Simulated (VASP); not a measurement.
Here is the system:

```yaml
crystal:
  lattice:
    - [5.56318, 0.00000, 0.00000]
    - [0.00000, 2.97685, 0.00000]
    - [0.00000, 0.00000, 4.14724]
  atoms:
    - { symbol: Mn, position: [0.17588, 0.25000, 0.12083], spin: 4.0 }
    - { symbol: Mn, position: [0.32412, 0.75000, 0.62083], spin: 4.0 }
    - { symbol: Mn, position: [0.67588, 0.25000, 0.37917], spin: 4.0 }
    - { symbol: Mn, position: [0.82412, 0.75000, 0.87917], spin: 4.0 }
    - { symbol: B, position: [0.03410, 0.25000, 0.61280] }
    - { symbol: B, position: [0.46590, 0.75000, 0.11280] }
    - { symbol: B, position: [0.53410, 0.25000, 0.88720] }
    - { symbol: B, position: [0.96590, 0.75000, 0.38720] }
```

These are PBEsol GGA, VASP's PBE PAW potentials (set 64) (plane waves; VASP) values and carry that method's errors. Settings: 400 eV cut-off, 3×5×4 Γ-centred mesh, Gaussian smearing of 0.10 eV, potentials Mn_pv B.

At this cut-off the stress carries a Pulay error, which pulls relaxed volumes low. The moments were started parallel, and other spin orders were not tried in this run.

### Question
Which forces act on the atoms, in eV/Å?

### Answer

| atom | Fx | Fy | Fz |
|---|---|---|---|
| Mn1 | 0.031 | 0.000 | 0.122 |
| Mn2 | -0.031 | 0.000 | 0.122 |
| Mn3 | 0.031 | 0.000 | -0.122 |
| Mn4 | -0.031 | 0.000 | -0.122 |
| B5 | -0.035 | 0.000 | 0.174 |
| B6 | 0.035 | 0.000 | 0.174 |
| B7 | -0.035 | 0.000 | -0.174 |
| B8 | 0.035 | 0.000 | -0.174 |

### Question
Give the stress tensor in GPa (positive for a compressed cell).

### Answer

```
-18.55    0.00    0.00
  0.00  -11.30    0.00
  0.00    0.00  -15.40
```
The pressure is its mean diagonal, -15.08 GPa.

The structure comes from a measured MnB entry of the Crystallography Open Database, whose conditions weren't checked. The cell was not relaxed at this level. The k-mesh is coarse (spacing up to 0.42 per Å, 2π included), so the numbers may not be converged in it.
